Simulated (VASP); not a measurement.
Consider the following.

```
La
1.0
    1.79179    -3.10347     0.00000
    1.79179     3.10347     0.00000
    0.00000     0.00000    11.52539
La
4
Direct
  0.00000   0.00000   0.50000
  0.00000   0.00000   0.00000
  0.33333   0.66667   0.25000
  0.66667   0.33333   0.75000
```

All values below come from LDA (Ceperley-Alder, Perdew-Zunger), VASP's LDA PAW potentials (set 64) (plane waves; VASP). Run with 400 eV cut-off, 11×11×3 Γ-centred mesh, tetrahedra with Blöchl corrections, potentials La.

Problem. The job: La (dhcp), 4 atoms, LDA, static run, 400 eV, 11×11×3 Γ-centred mesh. Roughly how much core time does it take on a busy server core?

Solution. About 2 core-minutes (one run on a shared machine, a rough figure). It had 32 irreducible k-points, 26 bands, up to 2348 plane waves and 15 electronic steps.

The compound is La in the dhcp structure. It was relaxed first, which changed the volume by -14 %.
